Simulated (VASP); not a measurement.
Data:

```
NiSb
1.0
    1.95334    -3.38329     0.00000
    1.95334     3.38329     0.00000
    0.00000     0.00000     5.09586
Ni Sb
2 2
Direct
  0.00000   0.00000   0.50000
  0.00000   0.00000   0.00000
  0.33333   0.66667   0.25000
  0.66667   0.33333   0.75000
```

Method: SCAN meta-GGA, VASP's PBE PAW potentials (set 64) (plane waves; VASP). Run with 520 eV cut-off, 10×10×7 Γ-centred mesh, tetrahedra with Blöchl corrections, potentials Ni Sb.

Unless said otherwise, spin-orbit coupling is left out, though it shifts the bands of the heavy elements here.

**Question.** Predict the energy per atom (σ→0), band gap (over mesh and band path) with the smallest direct gap where there is one.

**Answer.** 
```yaml
band gap (over mesh and band path): none (metal, semimetal or under 0.01 eV)
energy per atom (σ→0): -26.996 eV/atom
```

Total energies compare only between runs with the same potentials, cut-off and functional.

The compound is NiSb in the NiAs type structure. It was relaxed first. The run is not spin-polarised, so no magnetic state was tried.
